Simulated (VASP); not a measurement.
Data:

```
CELL_PARAMETERS angstrom
      0.00000     2.91088     2.91088
      2.91088     0.00000     2.91088
      2.91088     2.91088     0.00000
ATOMIC_POSITIONS crystal
  Na 0.00000 0.00000 0.00000
  Cl 0.50000 0.50000 0.50000
```

Level of theory: revPBE GGA, VASP's PBE PAW potentials (set 64) (plane waves; VASP). Numerical set-up: 520 eV cut-off, 9×9×9 Γ-centred mesh, tetrahedra with Blöchl corrections, potentials Na_pv Cl.

Task: Tabulate the total density of states (states/eV per cell) against energy (eV; zero at the valence-band maximum or, without a gap, the Fermi level).

Result: 
```
E (eV) | DOS (states/eV)
    -9.97 |  0.00
    -9.73 |  0.00
    -9.49 |  0.00
    -9.25 |  0.00
    -9.01 |  0.00
    -8.77 |  0.00
    -8.53 |  0.00
    -8.29 |  0.00
    -8.05 |  0.00
    -7.81 |  0.00
    -7.69 |  0.00
    -7.45 |  0.00
    -7.21 |  0.00
    -6.97 |  0.00
    -6.73 |  0.00
    -6.49 |  0.00
    -6.25 |  0.00
    -6.01 |  0.00
    -5.77 |  0.00
    -5.53 |  0.00
    -5.29 |  0.00
    -5.05 |  0.00
    -4.81 |  0.00
    -4.57 |  0.00
    -4.33 |  0.00
    -4.09 |  0.00
    -3.85 |  0.00
    -3.61 |  0.00
    -3.37 |  0.00
    -3.13 |  0.00
    -3.01 |  0.00
    -2.77 |  0.00
    -2.53 |  0.00
    -2.29 |  0.00
    -2.05 |  0.00
    -1.81 |  0.00
    -1.57 | # 0.27
    -1.33 | ############### 3.84
    -1.09 | ######### 2.19
    -0.85 | ########## 2.51
    -0.61 | ############## 3.40
    -0.37 | ############################## 7.53
    -0.13 | ################ 3.99
     0.11 |  0.00
     0.35 |  0.00
     0.59 |  0.00
     0.83 |  0.00
     1.07 |  0.00
     1.31 |  0.00
     1.55 |  0.00
     1.67 |  0.00
     1.91 |  0.00
     2.15 |  0.00
     2.39 |  0.00
     2.63 |  0.00
     2.87 |  0.00
     3.11 |  0.00
     3.35 |  0.00
     3.59 |  0.00
     3.83 |  0.00
     4.07 |  0.00
     4.31 |  0.00
     4.55 |  0.00
     4.79 |  0.00
     5.03 |  0.00
     5.27 |  0.03
     5.51 |  0.07
     5.75 |  0.10
     5.99 | # 0.14
     6.23 | # 0.18
     6.35 | # 0.20
     6.59 | # 0.25
     6.83 | # 0.32
     7.07 | ## 0.43
     7.31 | ## 0.61
     7.55 | #### 1.02
     7.79 | ##### 1.28
     8.03 | ##### 1.25
     8.27 | ##### 1.16
     8.51 | ##### 1.26
```
Within 2 eV below the valence-band maximum the largest weight inside VASP's projection spheres is Cl p.

The compound is NaCl in the rock salt structure. It was relaxed first, which changed the volume by +10 %.
